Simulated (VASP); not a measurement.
Level of theory: LDA (Ceperley-Alder, Perdew-Zunger), VASP's LDA PAW potentials (set 64) (plane waves; VASP).

The input files of a VASP run:

KPOINTS:
```
Automatic mesh
0
gamma
 14 14 14
```

**INCAR**
```
SYSTEM=Nb
PREC=Accurate; ENCUT=520; LREAL=.FALSE.
LASPH=.TRUE.
EDIFF=1E-6; NELM=100; ALGO=Normal
LMAXMIX=4
ISMEAR=1; SIGMA=0.1
IBRION=2; NSW=60; ISIF=3
EDIFFG=-0.01
LWAVE=.FALSE.; LCHARG=.FALSE.
```

### POSCAR
```
Nb
1.0
 -1.6230898898   1.6230898898   1.6230898898
  1.6230898898  -1.6230898898   1.6230898898
  1.6230898898   1.6230898898  -1.6230898898
Nb
1
Cart
  0.0000000000   0.0000000000   3.2461797796
```

POTCAR, in this order: Nb_sv (LDA.64 set). Program: vasp_std.

**Question.** What will the output report for the number of irreducible k-points (NKPTS), largest plane-wave count, number of space-group operations, FFT grid (NGX, NGY, NGZ)?

**Answer.** 
```
Property                                       Value
--------------------------------------  ------------
number of irreducible k-points (NKPTS)           104
largest plane-wave count                         474
number of space-group operations                  48
FFT grid (NGX, NGY, NGZ)                24 × 24 × 24
```

The compound is Nb in the bcc structure. It was relaxed first. The start is the result of an earlier pass.
